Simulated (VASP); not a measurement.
OSZICAR of a VASP run on SnSe$_{2}$ (1T layered):

OSZICAR:
```
       N       E                     dE             d eps       ncg     rms          rms(c)
DAV:   1     0.221462366728E+03    0.22146E+03   -0.10216E+04  1166   0.148E+03
DAV:   2     0.191469001249E+02   -0.20232E+03   -0.19525E+03  1220   0.394E+02
DAV:   3    -0.118041157908E+02   -0.30951E+02   -0.30152E+02  1404   0.152E+02
DAV:   4    -0.132809550361E+02   -0.14768E+01   -0.14674E+01  1396   0.362E+01
DAV:   5    -0.133217430837E+02   -0.40788E-01   -0.40723E-01  1702   0.602E+00    0.497E+00
DAV:   6    -0.130810739590E+02    0.24067E+00   -0.36842E-01  1612   0.886E+00    0.314E+00
DAV:   7    -0.130552285002E+02    0.25845E-01   -0.14449E-01  1466   0.292E+00    0.113E+00
DAV:   8    -0.130534146874E+02    0.18138E-02   -0.80873E-03  1460   0.912E-01    0.557E-01
DAV:   9    -0.130532191381E+02    0.19555E-03   -0.12903E-03  1480   0.370E-01    0.138E-01
DAV:  10    -0.130532430767E+02   -0.23939E-04   -0.21773E-04  1486   0.160E-01    0.452E-02
DAV:  11    -0.130532534813E+02   -0.10405E-04   -0.72583E-05  1454   0.625E-02    0.150E-02
DAV:  12    -0.130532594056E+02   -0.59243E-05   -0.10001E-05  1182   0.229E-02    0.662E-03
DAV:  13    -0.130532600088E+02   -0.60326E-06   -0.10542E-06  1182   0.818E-03
   1 F= -.13053260E+02 E0= -.13053260E+02  d E =-.197225E-13  mag=     0.0000    -0.0000    -0.0000
       N       E                     dE             ncg
       N       E                     dE             ncg
       N       E                     dE             ncg
```

Problem. Which electronic solver shows in the log?

Solution. It is blocked Davidson (ALGO = Normal, or the opening steps of other solvers). The INCAR had ALGO = Normal.

Problem. How was spin treated?

Solution. With non-collinear spinors: mag has three components.

Problem. Can the final energy be trusted as converged?

Solution. The calculation finished and met its thresholds. It stopped with EDIFF = 1E-6, NELM = 100 (PBEsol GGA with spin-orbit coupling, plane waves, VASP's PBE PAW potentials (set 64)). Without a dispersion term in the relaxation, distances and binding between the weakly bound layers, chains or molecules are unreliable, and so is what depends on them.

The compound is SnSe2 in the 1T layered structure. It was relaxed first.
